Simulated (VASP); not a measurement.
Input of a VASP 6.6.1 run:

The input INCAR:

```
PREC = Accurate ; ENCUT = 400
EDIFF = 1E-6 ; ISMEAR = 0
SIGMA = 0.01 ; LREAL = F
LASPH = T ; NELM = 60
ALGO = Normal ; ISIF = 2
LWAVE = F ; LCHARG = F
GGA = RP ; IVDW = 12
NBANDS = 17 ; ISYM = 0
```

Contents of KPOINTS:

```
Automatic mesh
0
Gamma
  1 1 1
```

The input POSCAR:

```
GeH4                                    
1.0
   12.8008860920      0.0000000000      0.0000000000
    0.0000000000     13.3008860920      0.0000000000
    0.0000000000      0.0000000000     13.8008860920
  Ge              H             
     1     4
Selective dynamics
Direct
     0.4999998767999969    0.5037592014000012    0.4999998775999970   F   F   F
     0.4008612578994249    0.4665037937749092    0.4490196638159621   T   T   T
     0.4770747345107411    0.5202247303455740    0.6078869983574924   T   T   T
     0.5867890540096402    0.4251502970273061    0.4888724664353111   T   T   T
     0.5352744993153763    0.6031604972897825    0.4542203178090037   T   T   T
```

Potentials or basis: VASP PAW PBE potentials, release 64 (Ge_d, H).

Command:

```console
$ cat potpaw_PBE.64/Ge_d/POTCAR potpaw_PBE.64/H/POTCAR > POTCAR
$ mpirun -np 1 vasp_gam > vasp.out
```

Problem. What does it give for the dispersion energy per atom?

Solution. -0.069 eV.

Problem. What does it give for the gap between the frontier levels?

Solution. 7.44 eV.

Forces in eV/Å, atoms in the order of the input:
```
Ge   0.000 -0.001  0.000
H   -0.035 -0.013 -0.019
H   -0.008  0.006  0.041
H    0.030 -0.028 -0.004
H    0.012  0.036 -0.017
```

Caveat: the PAW data sets were made with another functional, which shifts forces and pressure a little. RPBE gaps usually lie below the measured ones, often by a third to a half.
